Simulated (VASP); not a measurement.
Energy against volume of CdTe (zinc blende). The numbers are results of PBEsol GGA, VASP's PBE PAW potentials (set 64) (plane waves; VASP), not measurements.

| V (Å³/atom) | E (eV/atom) |
|---|---|
| 32.246 | -2.72625 |
| 33.275 | -2.73987 |
| 34.304 | -2.74401 |
| 35.333 | -2.74020 |
| 36.363 | -2.72969 |

Task: Fit a third-order Birch-Murnaghan equation of state.

Result: 
| Property | Value |
|---|---|
| volume per atom | 34.30 Å³/atom |
| bulk modulus | 41.2 GPa |
| pressure derivative of the bulk modulus | 4.79 |
| lattice constant a | 6.498 Å |

Measured: bulk modulus 43.7 GPa (computed value off by -5.6 %), as given by Elmahjoubi et al., (2023), arXiv:2303.01780; a 6.480 Å (computed value off by +0.3 %), as given by M J Lucero et al., Journal of Physics Condensed Matter (2012), arXiv:1111.4515. The calculation is for a static lattice, while the measured bulk modulus, a hold thermal and zero-point effects, which are part of the difference.

The compound is CdTe in the zinc blende structure. It was relaxed first.
